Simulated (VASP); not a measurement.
AlIn3N2:

```xyz
6
Lattice="3.7317 0.0000 0.0000 -1.8659 3.2318 0.0000 0.0000 0.0000 9.1537" Properties=species:S:1:pos:R:3 pbc="T T T"
Al    0.0000    0.0000    0.0000
In    0.0000    0.0000    4.5769
In    0.0000    2.1545    1.6200
In    1.8659    1.0773    7.5337
N     0.0000    2.1545    6.0570
N     1.8659    1.0773    3.0968
```

The cell was built by a generator and needn't be a form met in nature.

| Quantity | Value |
| --- | --- |
| Program | VASP 6.6.1 |
| Task | relaxation of cell and atoms |
| Functional | PBE |
| Potentials or basis | VASP PAW PBE potentials, release 64 (Al, In_d, N) |
| Cutoff | 520 eV |
| k mesh | 4 × 4 × 2 |
| Occupations | gaussian, width 0.15 eV |
| Spin | no spin polarisation |

At the start: pressure -6.9 GPa; volume 18.40 Å³/atom.

Problem. How do energy, volume and symmetry change on relaxing?

Solution. Over 14 steps the energy falls by 355.0 meV/atom and the volume is 16.17 Å³/atom (-12.1 %); space group P-3m1 (No. 164, to 0.05 Å).

Step by step:
| step | energy change (eV) | largest force (eV/Å) | pressure (GPa) | volume (Å³) |
| --- | --- | --- | --- | --- |
| 1 | 0.0000 | 2.8113 | -6.87 | 110.39 |
| 2 | -0.9825 | 1.9581 | 0.66 | 98.25 |
| 3 | -1.1104 | 1.2411 | 8.27 | 92.84 |
| 4 | -1.6261 | 1.2993 | 5.05 | 94.30 |
| 5 | -1.6979 | 1.5287 | 5.19 | 95.23 |
| 6 | -1.9945 | 0.6622 | -4.60 | 102.69 |
| 7 | -1.9995 | 0.7731 | -2.92 | 101.68 |
| 8 | -2.1133 | 0.3525 | 0.58 | 98.64 |
| 9 | -2.1174 | 0.3003 | -1.01 | 98.38 |
| 10 | -2.1240 | 0.2098 | -0.67 | 97.87 |
| 11 | -2.1263 | 0.1663 | 0.97 | 96.86 |
| 12 | -2.1270 | 0.1159 | -0.19 | 97.37 |
| 13 | -2.1272 | 0.1179 | -0.05 | 97.20 |
| 14 | -2.1299 | 0.0538 | 0.29 | 97.05 |

Final structure:
```yaml
crystal:
  lattice:
    - [3.37847, 0.00000, 0.00000]
    - [-1.68923, 2.92584, 0.00000]
    - [0.00000, 0.00000, 9.81775]
  atoms:
    - { symbol: Al, position: [0.00000, 0.00000, 0.00000] }
    - { symbol: In, position: [0.00000, 0.00000, 0.50000] }
    - { symbol: In, position: [0.33333, 0.66667, 0.22233] }
    - { symbol: In, position: [0.66667, 0.33333, 0.77767] }
    - { symbol: N, position: [0.33333, 0.66667, 0.63717] }
    - { symbol: N, position: [0.66667, 0.33333, 0.36283] }
```

Caveat: the k mesh is coarse (spacing up to 0.49 Å⁻¹), so the values aren't converged.
